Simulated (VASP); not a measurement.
Input of a VASP 6.6.1 run:

Contents of INCAR:

```
SYSTEM = Be3Te2Se
  PREC = Normal
  ENCUT = 520
  EDIFF = 1E-4
  ISMEAR = 0
  SIGMA = 0.15
  LREAL = .FALSE.
  LASPH = .TRUE.
  NELM = 60
  ALGO = Fast
  ISIF = 3
  LWAVE = .FALSE.
  LCHARG = .FALSE.
  GGA = PE
  IBRION = 2
  NSW = 24
  EDIFFG = -0.08
```

KPOINTS

```
regular mesh
0
G
  3 3 4
  0 0 0
```

POSCAR

```
Be3Te2Se
1.0
    6.1054588000      0.0000000000      0.0000000000
   -3.0527294000      5.2874824300      0.0000000000
    0.0000000000      0.0000000000      4.0458850100
Be Te Se
3 2 1
Direct
    0.5000000000      0.0000000000      0.0000000000
    0.0000000000      0.5000000000      0.0000000000
    0.5000000000      0.5000000000      0.0000000000
    0.3333333300      0.6666666700      0.0000000000
    0.6666666700      0.3333333300      0.0000000000
    0.0000000000      0.0000000000      0.5000000000
```

Potentials or basis: VASP PAW PBE potentials, release 64 (Be, Te, Se).

Launch:

```sh
$ cat potpaw_PBE.64/Be/POTCAR potpaw_PBE.64/Te/POTCAR potpaw_PBE.64/Se/POTCAR > POTCAR
$ mpirun -np 1 vasp_std > vasp.out
```

Question: Predict the space group after relaxing (to 0.05 Å).

Answer: P6/mmm (No. 191).

Question: Estimate the relaxed volume.

Answer: 32.13 Å³/atom.

Stress tensor (GPa, compression positive):
```
-0.11  0.00  0.00
 0.00 -0.11  0.00
 0.00  0.00  0.10
```

Caveat: the k mesh is coarse (spacing up to 0.40 Å⁻¹), so the values aren't converged; the volume moved by over 15 % at a fixed basis, so the end points are rough. The run has no spin-orbit coupling, so splittings on Te are missing.
